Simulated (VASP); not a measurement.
Input:

```yaml
crystal:
  lattice:
    - [-1.61746, 1.61746, 1.61746]
    - [1.61746, -1.61746, 1.61746]
    - [1.61746, 1.61746, -1.61746]
  atoms:
    - { symbol: W, position: [0.00000, 0.00000, 0.00000] }
```

Calculation: PBE GGA, VASP's PBE PAW potentials (set 64) (plane waves; VASP). Settings: 480 eV cut-off, 14×14×14 Γ-centred mesh, first-order Methfessel-Paxton smearing of 0.10 eV, potentials W_sv.

Give the stress tensor in GPa (positive for a compressed cell).

```
-12.50    0.00    0.00
  0.00  -12.50    0.00
  0.00    0.00  -12.50
```
The pressure is its mean diagonal, -12.50 GPa.

The compound is W in the bcc structure. This cell was strained or had an atom moved on purpose.
